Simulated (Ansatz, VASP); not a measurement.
# Two plane-wave programs on HfRu3

Contents of INCAR:

```
PREC = Accurate
ENCUT = 520
EDIFF = 1E-6
ISMEAR = -1
SIGMA = 0.05
LREAL = F
LASPH = T
NELM = 100
ALGO = Fast
ISIF = 2
LWAVE = F
LCHARG = T
GGA = PE
LELF = T
LVHAR = T
NBANDS = 34
```

File KPOINTS:

```
Automatic mesh
0
Gamma
  7 7 7
```

Contents of POSCAR:

```
HfRu3
1.0
    3.9557730000      0.0000000000      0.0000000000
    0.0000000000      3.9557730000      0.0000000000
    0.0000000000      0.0000000000      3.9557730000
Hf Ru
1 3
Direct
    0.0000000000      0.0000000000      0.0000000000
    0.0000000000      0.5000000000      0.5000000000
    0.5000000000      0.0000000000      0.5000000000
    0.5000000000      0.5000000000      0.0000000000
```

File input.yaml:

```yaml
crystal:
  lattice:
    - [3.955773, 0.0, 0.0]
    - [0.0, 3.955773, 0.0]
    - [0.0, 0.0, 3.955773]
  atoms:
    - { symbol: Hf, position: [0.0, 0.0, 0.0] }
    - { symbol: Ru, position: [0.0, 0.5, 0.5] }
    - { symbol: Ru, position: [0.5, 0.0, 0.5] }
    - { symbol: Ru, position: [0.5, 0.5, 0.0] }
hamiltonian:
  xc: pbe
  pseudopotentials: { kind: paw }
kpoints:
  mp_grid: { grid: [7, 7, 7] }
scf:
  occupations: { method: fermi_dirac, width: 0.05 }
output:
  forces: true
  stress: true
  eigenvalues: true
  write_density: true
  write_potential: true
  elf: true
  volumetric_format: npy
```

The cell comes from a database or a generator and needn't be the stable form of this composition.

Alike in both runs: task single point; functional PBE; k mesh 7 × 7 × 7; occupations fermi-dirac, width 0.05 eV; no spin polarisation.

|  | VASP | Ansatz |
| --- | --- | --- |
| version | VASP 6.6.1 | Ansatz 0.2.0 |
| potentials or method | VASP PAW PBE potentials, release 64 (Hf_pv, Ru_pv) | Ansatz PAW |
| plane-wave cutoff (eV) | 520 | 420 |
| valence electrons in the cell | 52 | 74 |

Ansatz gave:

```
gap on the k mesh at the Fermi level (eV) : none
pressure (GPa)                            : -1.1
```

Q: What did VASP give for the same quantities?

A: gap on the k mesh at the Fermi level (eV): none; pressure (GPa): -2.0.

A gap of «none» marks a metal or a gap that the smearing closes. The two sets of potentials don't hold the same shells in valence.

The runs have no spin-orbit coupling, so splittings on Hf are missing.
